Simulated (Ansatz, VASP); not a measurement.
# Al6Si: VASP beside Ansatz, part 3 of 3

Aim: how closely do two programs agree when they are given the same cell, functional and k mesh? The cell is generated by rule, not measured, and may not be a known phase. The cell is taken from a series of runs on this material, whose earlier steps may have relaxed, scaled, displaced or heated it; both programs get it as it stands.

VASP 6.6.1 and Ansatz 0.2.0.

So far: Set-up; Ansatz: zone-centre phonons, PBEsol; VASP: zone-centre phonons, PBEsol.

**3. VASP: zone-centre phonons, PBEsol (continued)**

Level of this step: PBEsol; plane waves and PAW (Si, Al); invented cell (VASP).

Numbers of over 12 decimals in the logs are rounded to 6 here.

Parts of OUTCAR (step 3):

```text
ion  position               nearest neighbor table
   1  0.717  0.717  0.717-   2 2.46   5 2.46   7 2.46   4 2.54   6 2.54   3 2.54
   2  0.626  0.626  0.190-   1 2.46   3 2.67   6 2.67   5 2.72   7 2.72   4 2.84
   3  0.999  0.422  0.422-   1 2.54   4 2.64   6 2.64   7 2.67   2 2.67   5 2.84
   4  0.422  0.422  0.999-   1 2.54   3 2.64   6 2.64   5 2.67   7 2.67   2 2.84
   5  0.190  0.626  0.626-   1 2.46   6 2.67   4 2.67   2 2.72   7 2.72   3 2.84
   6  0.422  0.999  0.422-   1 2.54   4 2.64   3 2.64   5 2.67   2 2.67   7 2.84
   7  0.626  0.190  0.626-   1 2.46   3 2.67   4 2.67   2 2.72   5 2.72   6 2.84

  LATTYP: Found a trigonal (rhomboedric) cell.
 ALAT       =     5.9540882612
 COS(alpha) =     0.4503610169

 Subroutine GETGRP returns: Found  6 space group operations
 (whereof  6 operations were pure point group operations)

The static configuration has the point symmetry C_3v.

 Found     32 irreducible k-points:

   k-points           NKPTS =     32   k-points in BZ     NKDIM =     32   number of bands    NBANDS=     18

   dimension x,y,z NGX =    48 NGY =   48 NGZ =   48
   dimension x,y,z NGXF=    96 NGYF=   96 NGZF=   96

   ENCUT  =  500.0 eV  36.75 Ry    6.06 a.u.  10.86 10.86 10.86*2*pi/ulx,y,z

   NELECT =      22.0000    total number of electrons

 k-points in reciprocal lattice and weights: Automatic mesh
   0.00000000  0.00000000  0.00000000       0.005
   0.16666667  0.00000000  0.00000000       0.028
   0.33333333  0.00000000  0.00000000       0.028
   0.50000000  0.00000000 -0.00000000       0.014
   0.16666667  0.16666667  0.00000000       0.028
   0.33333333  0.16666667 -0.00000000       0.056
   0.50000000  0.16666667  0.00000000       0.056
  -0.33333333  0.16666667 -0.00000000       0.056
  -0.16666667  0.16666667  0.00000000       0.028
[...]
-0.33333333  0.50000000  0.33333333       0.028
   0.50000000  0.50000000  0.50000000       0.005

 average (electrostatic) potential at core
       1 -84.5605       2 -75.6328       3 -75.5587       4 -75.5587       5 -75.6328
       6 -75.5587       7 -75.6328

  Total        0.0484713      0.0484713      0.0579271      0.0000000     -0.0000000      0.0000000
[...]
0.00000     -2.07912      8.73707        -0.000000      0.001747      0.003065
     -1.35966     -0.78500      6.83380        -0.002781     -0.001606     -0.002869
     -1.80057      1.03956      8.73707         0.001513     -0.000874      0.003065
      1.35966     -0.78500      6.83380         0.002781     -0.001606     -0.002869
 -----------------------------------------------------------------------------------
    total drift:                               -0.000000      0.000000      0.000016

 Eigenvectors and eigenvalues of the dynamical matrix
 ----------------------------------------------------

   1 f  =   12.510746 THz    78.607337 2PiTHz  417.313573 cm-1    51.740265 meV
             X         Y         Z           dx          dy          dz
      0.000000 -0.000000 10.191727     0.000000   -0.000000    0.515098
      0.000000  1.570004  6.833796    -0.000000    0.333253   -0.207424
      1.800572  1.039561  8.737070     0.259470    0.149805    0.032280
      0.000000 -2.079122  8.737070     0.000000   -0.299611    0.032280
     -1.359664 -0.785002  6.833796    -0.288606   -0.166627   -0.207424
     -1.800572  1.039561  8.737070    -0.259470    0.149805    0.032280
      1.359664 -0.785002  6.833796     0.288606   -0.166627   -0.207424

   2 f  =   11.860173 THz    74.519666 2PiTHz  395.612793 cm-1    49.049713 meV
             X         Y         Z           dx          dy          dz
      0.000000 -0.000000 10.191727    -0.681382   -0.000000    0.000000
      0.000000  1.570004  6.833796    -0.054728    0.000000   -0.000000
      1.800572  1.039561  8.737070     0.155267    0.142312   -0.093129
      0.000000 -2.079122  8.737070    -0.091224    0.000000    0.000000
     -1.359664 -0.785002  6.833796     0.265217    0.184720    0.323582
     -1.800572  1.039561  8.737070     0.155267   -0.142312    0.093129
      1.359664 -0.785002  6.833796     0.265217   -0.184720   -0.323582

   3 f  =   11.860173 THz    74.519666 2PiTHz  395.612793 cm-1    49.049713 meV
             X         Y         Z           dx          dy          dz
      0.000000 -0.000000 10.191727    -0.000000    0.681382    0.000000
      0.000000  1.570004  6.833796    -0.000000   -0.371865    0.373641
      1.800572  1.039561  8.737070    -0.142312    0.009060    0.053768
      0.000000 -2.079122  8.737070    -0.000000   -0.237430   -0.107536
     -1.359664 -0.785002  6.833796    -0.184720   -0.051920   -0.186820
     -1.800572  1.039561  8.737070     0.142312    0.009060    0.053768
      1.359664 -0.785002  6.833796     0.184720   -0.051920   -0.186820

   4 f  =   10.603906 THz    66.626305 2PiTHz  353.708224 cm-1    43.854211 meV
             X         Y         Z           dx          dy          dz
      0.000000 -0.000000 10.191727     0.000000   -0.000000   -0.031046
      0.000000  1.570004  6.833796     0.000000    0.281795   -0.173390
      1.800572  1.039561  8.737070    -0.377166   -0.217757    0.184031
      0.000000 -2.079122  8.737070     0.000000    0.435513    0.184031
     -1.359664 -0.785002  6.833796    -0.244042   -0.140898   -0.173390
     -1.800572  1.039561  8.737070     0.377166   -0.217757    0.184031
      1.359664 -0.785002  6.833796     0.244042   -0.140898   -0.173390

   5 f  =    8.929977 THz    56.108703 2PiTHz  297.871985 cm-1    36.931403 meV
             X         Y         Z           dx          dy          dz
      0.000000 -0.000000 10.191727     0.000000    0.000000   -0.476082
      0.000000  1.570004  6.833796    -0.000000   -0.112254   -0.230261
      1.800572  1.039561  8.737070     0.169770    0.098017    0.392087
      0.000000 -2.079122  8.737070    -0.000000   -0.196034    0.392087
     -1.359664 -0.785002  6.833796     0.097215    0.056127   -0.230261
     -1.800572  1.039561  8.737070    -0.169770    0.098017    0.392087
      1.359664 -0.785002  6.833796    -0.097215    0.056127   -0.230261

   6 f  =    8.455716 THz    53.128828 2PiTHz  282.052311 cm-1    34.970014 meV
             X         Y         Z           dx          dy          dz
      0.000000 -0.000000 10.191727     0.228625   -0.000001    0.000000
      0.000000  1.570004  6.833796    -0.481053   -0.000001    0.000001
      1.800572  1.039561  8.737070     0.018703   -0.024893    0.485356
      0.000000 -2.079122  8.737070     0.061817   -0.000000    0.000003
     -1.359664 -0.785002  6.833796     0.074461    0.320729    0.106286
     -1.800572  1.039561  8.737070     0.018703    0.024892   -0.485359
      1.359664 -0.785002  6.833796     0.074465   -0.320725   -0.106287

   7 f  =    8.455716 THz    53.128828 2PiTHz  282.052311 cm-1    34.970014 meV
             X         Y         Z           dx          dy          dz
      0.000000 -0.000000 10.191727     0.000001    0.228625    0.000000
      0.000000  1.570004  6.833796    -0.000003    0.259635   -0.122729
      1.800572  1.039561  8.737070    -0.024892    0.047446    0.280224
      0.000000 -2.079122  8.737070     0.000000    0.004331   -0.560443
     -1.359664 -0.785002  6.833796     0.320727   -0.295879    0.061365
     -1.800572  1.039561  8.737070     0.024892    0.047446    0.280219
      1.359664 -0.785002  6.833796    -0.320727   -0.295883    0.061364

   8 f  =    6.999954 THz    43.982010 2PiTHz  233.493342 cm-1    28.949472 meV
             X         Y         Z           dx          dy          dz
      0.000000 -0.000000 10.191727    -0.207757    0.000050   -0.000000
      0.000000  1.570004  6.833796     0.022598   -0.000060   -0.000007
      1.800572  1.039561  8.737070    -0.329983   -0.458070   -0.068963
      0.000000 -2.079122  8.737070     0.463224    0.000143   -0.000019
     -1.359664 -0.785002  6.833796     0.192570    0.098128   -0.025435
     -1.800572  1.039561  8.737070    -0.330203    0.457974    0.068982
      1.359664 -0.785002  6.833796     0.192617   -0.098166    0.025442

   9 f  =    6.999954 THz    43.982010 2PiTHz  233.493342 cm-1    28.949472 meV
             X         Y         Z           dx          dy          dz
      0.000000 -0.000000 10.191727    -0.000050   -0.207757    0.000000
      0.000000  1.570004  6.833796     0.000005    0.249258    0.029374
      1.800572  1.039561  8.737070    -0.458101    0.198675   -0.039838
      0.000000 -2.079122  8.737070     0.000111   -0.594532    0.079642
     -1.359664 -0.785002  6.833796     0.098193    0.079287   -0.014693
     -1.800572  1.039561  8.737070     0.457943    0.198895   -0.039805
      1.359664 -0.785002  6.833796    -0.098100    0.079240   -0.014681

  10 f  =    6.615716 THz    41.567767 2PiTHz  220.676520 cm-1    27.360389 meV
             X         Y         Z           dx          dy          dz
      0.000000 -0.000000 10.191727    -0.346202    0.000010   -0.000000
      0.000000  1.570004  6.833796    -0.321703    0.000004   -0.000013
      1.800572  1.039561  8.737070     0.334234   -0.014169   -0.052177
      0.000000 -2.079122  8.737070     0.358757   -0.000009   -0.000002
     -1.359664 -0.785002  6.833796    -0.176253    0.083985   -0.413782
     -1.800572  1.039561  8.737070     0.334233    0.014149    0.052178
      1.359664 -0.785002  6.833796    -0.176248   -0.083970    0.413795

  11 f  =    6.615716 THz    41.567767 2PiTHz  220.676520 cm-1    27.360389 meV
             X         Y         Z           dx          dy          dz
      0.000000 -0.000000 10.191727    -0.000010   -0.346202    0.000000
      0.000000  1.570004  6.833796    -0.000009   -0.127766    0.477802
      1.800572  1.039561  8.737070    -0.014149    0.350582   -0.030126
      0.000000 -2.079122  8.737070     0.000010    0.326058    0.060249
     -1.359664 -0.785002  6.833796     0.083972   -0.273217   -0.238913
     -1.800572  1.039561  8.737070     0.014168    0.350583   -0.030123
      1.359664 -0.785002  6.833796    -0.083982   -0.273221   -0.238889

  12 f  =    5.532540 THz    34.761975 2PiTHz  184.545677 cm-1    22.880738 meV
             X         Y         Z           dx          dy          dz
      0.000000 -0.000000 10.191727    -0.000000    0.000000    0.599281
      0.000000  1.570004  6.833796     0.000000   -0.360924   -0.255437
      1.800572  1.039561  8.737070    -0.107700   -0.062181    0.051389
      0.000000 -2.079122  8.737070     0.000000    0.124361    0.051389
    [... 91 further lines ...]
     -1.800572  1.039561  8.737070    -0.239204   -0.414314   -0.000000
      1.359664 -0.785002  6.833796     0.161600    0.279900    0.000000

 ELASTIC MODULI CONTR FROM IONIC RELAXATION (kBar)
 Direction    XX          YY          ZZ          XY          YZ          ZX
 --------------------------------------------------------------------------------
 XX        -380.2193    331.1240     31.7518     -0.0000   -143.3029     -0.0000
 YY         331.1240   -380.2193     31.7518      0.0000    143.3029      0.0000
 ZZ          31.7518     31.7518   -119.6996      0.0000      0.0000      0.0000
 XY          -0.0000      0.0000      0.0000   -355.6717      0.0000   -141.8044
 YZ        -143.3029    143.3029      0.0000      0.0000   -324.8528      0.0000
 ZX          -0.0000      0.0000      0.0000   -141.8044      0.0000   -326.4795
 --------------------------------------------------------------------------------
```

**4. Differences**

Known differences besides the potentials themselves: the cutoff is 420 eV in Ansatz and 500 eV in VASP; Ansatz makes its cores anew for this functional, VASP keeps those of its PBE data sets. Total energies have different zeros and are not compared.

Compared:

```csv
quantity,Ansatz,VASP,difference
"optical mode 1 (imaginary, printed as negative) (cm⁻¹)",-80.5,-80.7,+0.2
optical mode 2 to 3 (cm⁻¹),86.6,86.8,-0.27 %
optical mode 4 to 5 (cm⁻¹),125.3,125.7,-0.30 %
optical mode 6 (cm⁻¹),183.1,183.7,-0.37 %
optical mode 7 (cm⁻¹),183.9,184.5,-0.32 %
optical mode 8 to 9 (cm⁻¹),219.9,220.7,-0.34 %
optical mode 10 to 11 (cm⁻¹),232.6,233.5,-0.39 %
optical mode 12 to 13 (cm⁻¹),281.2,282.1,-0.31 %
optical mode 14 (cm⁻¹),296.9,297.9,-0.34 %
optical mode 15 (cm⁻¹),352.9,353.7,-0.24 %
optical mode 16 to 17 (cm⁻¹),394.7,395.6,-0.22 %
optical mode 18 (cm⁻¹),415.9,417.3,-0.35 %
```

Modes are paired by rising frequency, not by their patterns, so a pair may set unlike modes beside each other; they are those without the splitting of longitudinal modes.

**5. Outcome**

```
r.m.s. difference of the optical zone-centre modes, each program's sorted by frequency (zone-centre phonons, PBEsol) : 0.78 cm⁻¹
```

What this shows: The r.m.s. difference of the optical zone-centre modes, each program's sorted by frequency is 0.78 cm⁻¹ (zone-centre phonons, PBEsol). Such differences can come from data sets, numerical settings and the points named under the comparisons, not from the functional's error against experiment.

[Lines on the potential files, build, host, timing and source positions are cut from VASP's logs without a mark.]

[Logs are printed without paths, hosts, clocks, repeated set-up lines and the standing remarks that a program may print on its own settings, such as how far it seeks lower states.]

[Hosts, paths, dates, database ids (printed as entryN), source tags and the programs' standing remarks are cut or masked in the printed files.]
